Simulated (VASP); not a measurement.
Na (bcc): the lattice constant a from VASP (plane waves, PAW) at several levels of theory. Static lattice.

| level | lattice constant a (Å) | error against measurement |
|---|---|---|
| LDA | 4.053 | -3.8 % |
| PBE | 4.199 | -0.3 % |
| PBEsol | 4.173 | -1.0 % |

Measured: 4.214 Å at 0 K (as given by Daniel Mejia-Rodriguez et al., Physical Review B (2018), arXiv:1807.09216; static lattice: zero-point anharmonic expansion removed).

The cell of the LDA run:

Space group Im-3m (No. 229); a = b = c = 4.0525 Å, α = β = γ = 90.00°

| atom | site | symmetry | x | y | z |
|---|---|---|---|---|---|
| Na | 2a | m-3m | 0.0000 | 0.0000 | 0.0000 |
(The calculation used a cell of 1 atom; values per cell refer to that cell.)

Only levels that ran to the end are used. Left out are those held back, those with too coarse a band path, GW runs whose mesh misses a band edge, hybrids' fits of cells that aren't cubic and levels without matching references; a question may draw on a part of the rest.

The compound is Na in the bcc structure.
